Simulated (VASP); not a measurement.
An input for Quantum ESPRESSO's pw.x (written as the equivalent of a VASP run, and not itself run):

```
&CONTROL
  calculation = 'vc-relax'
  pseudo_dir = './pseudo'
  outdir = './out'
  tprnfor = .true.
  tstress = .true.
  nstep = 30
  forc_conv_thr = 0.00039
/
&SYSTEM
  ibrav = 0
  nat = 3
  ntyp = 2
  ecutwfc = 86
  occupations = 'smearing'
  smearing = 'gaussian'
  degauss = 0.003675
  input_dft = 'vdw-df-obk8'
/
&ELECTRONS
  conv_thr = 7.3e-09
  electron_maxstep = 100
/
&IONS
/
&CELL
  cell_dofree = 'shape'
/
ATOMIC_SPECIES
  Sn 118.710 Sn.upf
  Se 78.971 Se.upf
CELL_PARAMETERS angstrom
     1.9680552   -3.4087718   -0.0000000
     1.9680552    3.4087718    0.0000000
     0.0000000   -0.0000000    6.2067403
ATOMIC_POSITIONS crystal
  Sn   0.0000000  0.0000000  0.0000000
  Se   0.3333330  0.6666670  0.2605213
  Se   0.6666670  0.3333330  0.7394787
K_POINTS automatic
  7 7 4 0 0 0
```

Task: Translate this input to VASP (INCAR, KPOINTS, POSCAR, choice of POTCAR).

Result: This is not unique; one that fits is 
### POSCAR
```
SnSe2
1
    1.9680551880    -3.4087718062    -0.0000000000
    1.9680551880     3.4087718062     0.0000000000
    0.0000000000    -0.0000000000     6.2067403332
Sn Se
1 2
Direct
  0.0000000000   0.0000000000   0.0000000000
  0.3333330000   0.6666670000   0.2605213309
  0.6666670000   0.3333330000   0.7394786691
```

### INCAR
```
SIGMA=0.05   ! width (eV)
LREAL=.False.
LASPH=.True.   ! aspherical one-centre terms
GGA=BO
LMAXMIX=4   ! l cut-off of mixed one-centre charges
LWAVE=.False.
ISIF=4   ! ions and shape, fixed volume
ENCUT=520   ! plane-wave cut-off (eV)
LUSE_VDW=.True.
PARAM1=0.1833333333
LCHARG=.False.
IBRION=2   ! conjugate gradients
EDIFF=1E-7   ! SCF stop (eV)
EDIFFG=-0.01   ! ionic stop
SYSTEM=SnSe2
PREC=Accurate
ALGO=Normal   ! blocked Davidson
PARAM2=0.22
NSW=30
ISMEAR=0   ! Gaussian
AGGAC=0.0
NELM=100
```

KPOINTS:
```
Automatic mesh
0
Gamma
7 7 4
0 0 0
```

POTCAR, in this order: Sn_d Se (PBE.64 set). Program: vasp_std.

What does not carry over: the potentials are each code's own (VASP's PAW set, PseudoDojo norm-conserving files in pw.x), so ENCUT and ecutwfc are chosen apart and not converted; conv_thr bounds pw.x's estimated SCF error, while EDIFF bounds the energy change between steps; forc_conv_thr acts on force components and is met together with etot_conv_thr.

The compound is SnSe2 in the 1T layered structure. This cell is one point of a volume scan, at 1.03 of the reference volume. Symmetry was kept, so distortions that lower it aren't found.
